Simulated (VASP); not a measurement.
A VASP calculation is set up with these files.

### INCAR
```
# general
SYSTEM  = MnO2
PREC    = Accurate
ENCUT   = 620
LREAL   = .FALSE.   # projection in real space or not
LASPH   = .TRUE.   # aspherical one-centre terms

# electronic loop
EDIFF   = 1E-6
NELM    = 100   # most electronic steps
ALGO    = Normal   # blocked Davidson
LMAXMIX = 4

# smearing
ISMEAR  = 1
SIGMA   = 0.1

# spin
ISPIN   = 2   # spin-polarised
MAGMOM  = 2.1 -2.1 -0.0 2*0.0 -0.0

# ions
IBRION  = 2
NSW     = 40   # most ionic steps
ISIF    = 3
EDIFFG  = -0.02   # ionic stop
PSTRESS = 450   # kbar

# output
LWAVE   = .FALSE.
LCHARG  = .FALSE.
LORBIT  = 10
```

**POSCAR**
```
MnO2
1
    4.1951535915     0.0000000000     0.0000000000
    0.0000000000     4.1951535915     0.0000000000
    0.0000000000     0.0000000000     2.7098467074
Mn O
2 4
Direct
  0.0000000000   0.0000000000   0.0000000000
  0.5000000000   0.5000000000   0.5000000000
  0.2996254697   0.2996254697   0.0000000000
  0.7996254697   0.2003745303   0.5000000000
  0.2003745303   0.7996254697   0.5000000000
  0.7003745303   0.7003745303   0.0000000000
```

File KPOINTS:
```
kpoints
0
Gamma
7 7 11
```

POTCAR, in this order: Mn_pv O (LDA.64 set). Program: vasp_std.

**Question.** Write an equivalent input for Quantum ESPRESSO's pw.x.

**Answer.** One equivalent input (not run):
```
&CONTROL
  calculation = 'vc-relax'
  pseudo_dir = './pseudo'
  outdir = './out'
  tprnfor = .true.
  tstress = .true.
  nstep = 40
  forc_conv_thr = 0.00078
/
&SYSTEM
  ibrav = 0
  nat = 6
  ntyp = 3
  ecutwfc = 96
  occupations = 'smearing'
  smearing = 'methfessel-paxton'
  degauss = 0.00735
  input_dft = 'pz'
  nspin = 2
  starting_magnetization(1) = 0.21
  starting_magnetization(2) = -0.21
/
&ELECTRONS
  conv_thr = 7.3e-08
  electron_maxstep = 100
/
&IONS
/
&CELL
  press = 450
/
ATOMIC_SPECIES
  Mn1 54.938 Mn.upf
  Mn2 54.938 Mn.upf
  O 15.999 O.upf
CELL_PARAMETERS angstrom
     4.1951536    0.0000000    0.0000000
     0.0000000    4.1951536    0.0000000
     0.0000000    0.0000000    2.7098467
ATOMIC_POSITIONS crystal
  Mn1  0.0000000  0.0000000  0.0000000
  Mn2  0.5000000  0.5000000  0.5000000
  O    0.2996255  0.2996255  0.0000000
  O    0.7996255  0.2003745  0.5000000
  O    0.2003745  0.7996255  0.5000000
  O    0.7003745  0.7003745  0.0000000
K_POINTS automatic
  7 7 11 0 0 0
```
The two are equivalent in intent, not identical: the potentials are each code's own (VASP's PAW set, PseudoDojo norm-conserving files in pw.x), so ENCUT and ecutwfc are chosen apart and not converted; conv_thr bounds pw.x's estimated SCF error, while EDIFF bounds the energy change between steps; starting_magnetization is a fraction of the valence charge and MAGMOM a moment in μB, so they match only roughly; forc_conv_thr acts on force components and is met together with etot_conv_thr.

The compound is MnO2 in the rutile structure. This run relaxes it under an external pressure of 45 GPa. Symmetry was kept, so distortions that lower it aren't found.
